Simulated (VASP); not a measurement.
Level of theory: vdW-DF2, VASP's PBE PAW potentials (set 64) (plane waves; VASP).

VASP input:

KPOINTS:
```
Automatic mesh
0
Gamma
15 15 15
0 0 0
```

### POSCAR
```
Al
1
    0.0000000000     2.0612062937     2.0612062937
    2.0612062937     0.0000000000     2.0612062937
    2.0612062937     2.0612062937     0.0000000000
Al
1
Direct
  0.0000000000   0.0000000000   0.0000000000
```

### INCAR
```
SYSTEM = Al
PREC = Accurate; ENCUT = 520; LREAL = .False.
LASPH = .True.
EDIFF = 1E-7; NELM = 100; ALGO = Normal
ISMEAR = 1; SIGMA = 0.1
GGA = ML; LUSE_VDW = .True.; AGGAC = 0.0
ZAB_VDW = -1.8867
ISIF = 2
LWAVE = .False.; LCHARG = .False.
```

POTCAR, in this order: Al (PBE.64 set). Program: vasp_std.

The run wrote:

OUTCAR:
```
 ion  position               nearest neighbor table
   1  0.000  0.000  0.000-
  LATTYP: Found a face centered cubic cell.
 ALAT       =     4.1224125874
 Subroutine PRICEL returns:
 Original cell was already a primitive cell.
 Subroutine GETGRP returns: Found 48 space group operations
The static configuration has the point symmetry O_h .
The dynamic configuration has the point symmetry O_h .
 Subroutine INISYM returns: Found 48 space group operations
 Subroutine IBZKPT returns following result:
 Found    120 irreducible k-points:

 Following reciprocal coordinates:
            Coordinates               Weight
  0.000000  0.000000  0.000000      1.000000
  0.066667  0.000000  0.000000      8.000000
  0.133333  0.000000  0.000000      8.000000
  0.200000  0.000000  0.000000      8.000000
  0.266667  0.000000  0.000000      8.000000
  0.333333  0.000000  0.000000      8.000000
  0.400000  0.000000  0.000000      8.000000
  0.466667  0.000000  0.000000      8.000000
  0.066667  0.066667  0.000000      6.000000
  0.133333  0.066667  0.000000     24.000000
  0.200000  0.066667  0.000000     24.000000
  0.266667  0.066667  0.000000     24.000000
  0.333333  0.066667  0.000000     24.000000
  0.400000  0.066667  0.000000     24.000000
  0.466667  0.066667  0.000000     24.000000
 -0.466667  0.066667  0.000000     24.000000
 -0.400000  0.066667  0.000000     24.000000
 -0.333333  0.066667  0.000000     24.000000
 -0.266667  0.066667  0.000000     24.000000
 -0.200000  0.066667  0.000000     24.000000
 -0.133333  0.066667  0.000000     24.000000
 -0.066667  0.066667  0.000000     12.000000
  0.133333  0.133333  0.000000      6.000000
  0.200000  0.133333  0.000000     24.000000
  0.266667  0.133333  0.000000     24.000000
  0.333333  0.133333  0.000000     24.000000
  0.400000  0.133333  0.000000     24.000000
  0.466667  0.133333  0.000000     24.000000
 -0.466667  0.133333  0.000000     24.000000
 -0.400000  0.133333  0.000000     24.000000
 -0.333333  0.133333  0.000000     24.000000
 -0.266667  0.133333  0.000000     24.000000
 -0.200000  0.133333  0.000000     24.000000
 -0.133333  0.133333  0.000000     12.000000
  0.200000  0.200000  0.000000      6.000000
  0.266667  0.200000  0.000000     24.000000
  0.333333  0.200000  0.000000     24.000000
  0.400000  0.200000  0.000000     24.000000
  0.466667  0.200000  0.000000     24.000000
 -0.466667  0.200000  0.000000     24.000000
   k-points           NKPTS =    120   k-points in BZ     NKDIM =    120   number of bands    NBANDS=      5
   number of dos      NEDOS =    301   number of ions     NIONS =      1
   total plane-waves  NPLWV =  13824
   dimension x,y,z NGX =    24 NGY =   24 NGZ =   24
   dimension x,y,z NGXF=    48 NGYF=   48 NGZF=   48
   ions per type =               1
   PREC   = accura    normal or accurate (medium, high low for compatibility)
   ISTART =      0    job   : 0-new  1-cont  2-samecut
   ICHARG =      2    charge: 1-file 2-atom 10-const
   ISPIN  =      1    spin polarized calculation?
   LNONCOLLINEAR =      F non collinear calculations
   LSORBIT =      F    spin-orbit coupling
   INIWAV =      1    electr: 0-lowe 1-rand  2-diag
   ENCUT  =  520.0 eV  38.22 Ry    6.18 a.u.   5.42  5.42  5.42*2*pi/ulx,y,z
   NELM   =    100;   NELMIN=  2; NELMDL= -5     # of ELM steps
   EDIFF  = 0.1E-06   stopping-criterion for ELM
   LREAL  =      F    real-space projection
   NLSPLINE    = F    spline interpolate recip. space projectors
   LMAXMIX     =    2 max onsite mixed and CHGCAR
   VOSKOWN=      0    Vosko Wilk Nusair interpolation
...
```

File OSZICAR:
```
       N       E                     dE             d eps       ncg     rms          rms(c)
DAV:   1     0.486656931924E+00    0.48666E+00   -0.75093E+02  1225   0.310E+02
DAV:   2    -0.166320579791E+01   -0.21499E+01   -0.20400E+01  1545   0.308E+01
DAV:   3    -0.169816341254E+01   -0.34958E-01   -0.33868E-01  1695   0.404E+00
DAV:   4    -0.169828573505E+01   -0.12232E-03   -0.12232E-03  1575   0.232E-01
DAV:   5    -0.169828647313E+01   -0.73807E-06   -0.73888E-06  1675   0.165E-02    0.822E-01
DAV:   6    -0.170541925189E+01   -0.71328E-02   -0.41151E-03  1490   0.668E-01    0.534E-01
DAV:   7    -0.170976973929E+01   -0.43505E-02   -0.10720E-02  1450   0.113E+00    0.755E-02
DAV:   8    -0.170978548606E+01   -0.15747E-04   -0.10683E-04  1630   0.107E-01    0.269E-02
DAV:   9    -0.170981247075E+01   -0.26985E-04   -0.54773E-05  1435   0.750E-02    0.673E-03
DAV:  10    -0.170981235064E+01    0.12012E-06   -0.67168E-07  1740   0.940E-03    0.235E-03
DAV:  11    -0.170981270715E+01   -0.35652E-06   -0.98151E-07  1450   0.890E-03    0.541E-04
DAV:  12    -0.170981267832E+01    0.28833E-07   -0.13503E-08   765   0.136E-03
   1 F= -.17098127E+01 E0= -.17096705E+01  d E =-.426478E-03
```

File OUTCAR:
```
------------------------ aborting loop because EDIFF is reached ----------------------------------------
  FORCE on cell =-STRESS in cart. coord.  units (eV):
  Direction    XX          YY          ZZ          XY          YZ          ZX
  --------------------------------------------------------------------------------------
  Total       -0.1608743     -0.1608743     -0.1608743      0.0000000      0.0000000      0.0000000
  in kB      -14.7164450    -14.7164450    -14.7164450      0.0000000      0.0000000      0.0000000
  external PRESSURE =     -14.7164450 kB  Pullay stress =       0.0000000 kB
  volume of cell :       17.51
      direct lattice vectors                 reciprocal lattice vectors
     0.000000000  2.061206294  2.061206294    -0.242576399  0.242576399  0.242576399
     2.061206294  0.000000000  2.061206294     0.242576399 -0.242576399  0.242576399
     2.061206294  2.061206294  0.000000000     0.242576399  0.242576399 -0.242576399
 POSITION                                       TOTAL-FORCE (eV/Angst)
 -----------------------------------------------------------------------------------
      0.00000      0.00000      0.00000         0.000000     -0.000000      0.000000
 -----------------------------------------------------------------------------------
    total drift:                               -0.000000      0.000000     -0.000000
  FREE ENERGIE OF THE ION-ELECTRON SYSTEM (eV)
  ---------------------------------------------------
  free  energy   TOTEN  =        -1.7098126783 eV

  energy  without entropy=       -1.7093862004  energy(sigma->0) =       -1.70967052
```
(Selected blocks of OUTCAR.)

The compound is Al in the fcc structure. This cell is one point of a volume scan, at 1.03 of the reference volume.
